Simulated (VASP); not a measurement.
VASP input:

**INCAR**
```
ALGO  =  Normal   ! blocked Davidson
SYSTEM  =  Mg3Sb2
NELM  =  100   ! most electronic steps
LASPH  =  .True.
LMAXMIX  =  4
EDIFF  =  1E-6   ! SCF stop (eV)
LREAL  =  .False.   ! projection in real space or not
PREC  =  Accurate
IBRION  =  2   ! conjugate gradients
LWAVE  =  .False.
ISIF  =  3
ENCUT  =  500   ! plane-wave cut-off (eV)
SIGMA  =  0.05
ISMEAR  =  0   ! Gaussian
NSW  =  40   ! most ionic steps
EDIFFG  =  -0.02
LCHARG  =  .False.
```

File POSCAR:
```
Mg3Sb2
1.0
  2.2513947896  -3.8995303163   0.0000000000
  2.2513947896   3.8995303163   0.0000000000
  0.0000000000   0.0000000000   7.1036888799
Mg Sb
3 2
direct
  1.0000000000   1.0000000000   0.0000000000
  0.3333330000   0.6666670000   0.6326640209
  0.6666670000   0.3333330000   0.3673359791
  0.3333330000   0.6666670000   0.2241332862
  0.6666670000   0.3333330000   0.7758667138
```

KPOINTS:
```
Automatic mesh
0
gamma
 6 6 3
0 0 0
```

POTCAR, in this order: Mg Sb (LDA.64 set). Program: vasp_std.

Problem. Translate this LDA calculation to Ansatz.

Solution. One equivalent input (not run):
Ansatz 0.2 input:
```yaml
crystal:
  lattice:
    - [2.2513948, -3.8995303, 0.0000000]
    - [2.2513948, 3.8995303, 0.0000000]
    - [0.0000000, 0.0000000, 7.1036889]
  atoms:
    - { symbol: Mg, position: [1.0000000, 1.0000000, 0.0000000] }
    - { symbol: Mg, position: [0.3333330, 0.6666670, 0.6326640] }
    - { symbol: Mg, position: [0.6666670, 0.3333330, 0.3673360] }
    - { symbol: Sb, position: [0.3333330, 0.6666670, 0.2241333] }
    - { symbol: Sb, position: [0.6666670, 0.3333330, 0.7758667] }
kpoints:
  mp_grid: { grid: [6, 6, 3] }
hamiltonian:
  xc: lda
  pseudopotentials: { kind: paw }
scf:
  occupations: { method: gaussian, width: 0.05 }
  max_iter: 100
relax:
  max_steps: 40
  f_tol: 0.02
  cell: {}
output: { forces: true, stress: true, eigenvalues: true }
```
The two are equivalent in intent, not identical: each code has its own PAW files, so the cut-off isn't converted (ENCUT is set for VASP's; basis.ecutwfc is left out, and Ansatz then takes the one that its files recommend); Ansatz stops its SCF on the density residual and VASP on the energy change (EDIFF); Ansatz's lda is the Perdew-Wang form, while the LDA potentials of VASP carry Perdew-Zunger's.

The compound is Mg3Sb2 in the a-la2o3 structure. It was relaxed first.
